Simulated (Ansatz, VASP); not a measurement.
## One calculation of CrC2, two programs

```
Cr C
1.0
     2.57625    0.00000    0.00000
    -1.28813    2.23110    0.00000
     0.00000    0.00000    4.16469
Cr C
1 2
Cartesian
  0.0000 0.0000 0.0000
  0.0000 1.4874 2.0823
  1.2881 0.7437 2.0823
```

Alike in both runs: task relaxation of shape and atoms at fixed volume; functional PBEsol; k mesh 12 × 12 × 10; occupations gaussian, width 0.05 eV; collinear spin.

```csv
,VASP,Ansatz
version,VASP 6.6.1,Ansatz 0.2.0
potentials or method,"VASP PAW PBE potentials, release 64 (Cr_pv, C)","scalar-relativistic, plane waves, PAW"
plane-wave cutoff (eV),600,420
valence electrons in the cell,20,22
```

|  | VASP | Ansatz | Ansatz less VASP |
| --- | --- | --- | --- |
| gap on the k mesh at the Fermi level, each at its own relaxed structure (eV) | none | none | - |
| net moment per atom (μB) | 0.06 | 0.06 | -0.001 |
| size of the moment on the site where the two differ most (μB) | 0.19 | 0.18 | -0.015 |
| relaxed volume (Å³/atom) | 7.98 | 7.98 | 0.000 |
| relaxed cell length with the largest relative difference (Å) | 4.445 | 4.452 | +0.0068 |
| energy change over the relaxation (meV/atom) | -54 | -54 | -0.3 |

Site moments also hang on the region over which each program counts them. A gap of «none» marks a metal or a gap that the smearing closes. The two sets of potentials don't hold the same shells in valence. Ansatz warned: «seeded_moment_not_kept».

Caveats: the PAW data sets were made with another functional, which shifts forces and pressure a little (VASP).
